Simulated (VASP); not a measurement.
```yaml
crystal:
  lattice:
    - [0.00000, 2.91387, 2.91387]
    - [2.91387, 0.00000, 2.91387]
    - [2.91387, 2.91387, 0.00000]
  atoms:
    - { symbol: As, position: [0.00000, 0.00000, 0.00000] }
    - { symbol: Co, position: [0.50000, 0.50000, 0.50000], spin: 3.0 }
    - { symbol: Co, position: [0.25000, 0.25000, 0.25000], spin: 3.0 }
    - { symbol: Co, position: [0.75000, 0.75000, 0.75000], spin: 3.0 }
```

The base run (VASP): PBE GGA, plane waves, VASP's PBE PAW potentials (set 64). Run with 400 eV cut-off, 6×6×6 Γ-centred mesh, Gaussian smearing of 0.050 eV, potentials As Co.

One setting is varied; ΔE counts from the base run. The base run took about 70 core-seconds. The timings are rough (shared machines, no repeats); factors under 2 mean little.

Pressures at a finite cut-off, here 400 eV, hold a Pulay part, which wasn't tested here.

```csv
setting,cost over the base run,electronic steps,ΔE (meV/atom),pressure (GPa)
KPOINTS 4×4×4 Monkhorst-Pack mesh,about 1/2,16,4.6,-7.52
KPOINTS 5×5×5 Monkhorst-Pack mesh,about 1/2,16,0.1,-8.29
KPOINTS 6×6×6 Monkhorst-Pack mesh,within a factor of 2,16,3.2,-8.17
base run,reference,15,0.0,-7.29
KPOINTS 8×8×8 Monkhorst-Pack mesh,within a factor of 2,17,1.6,-8.01
```

Left out are runs that failed, have no time on record or changed the cell.

The structure was generated: Co3As was put into the D03 type (Fm-3m), which need not be its known phase. The cell was not relaxed at this level.
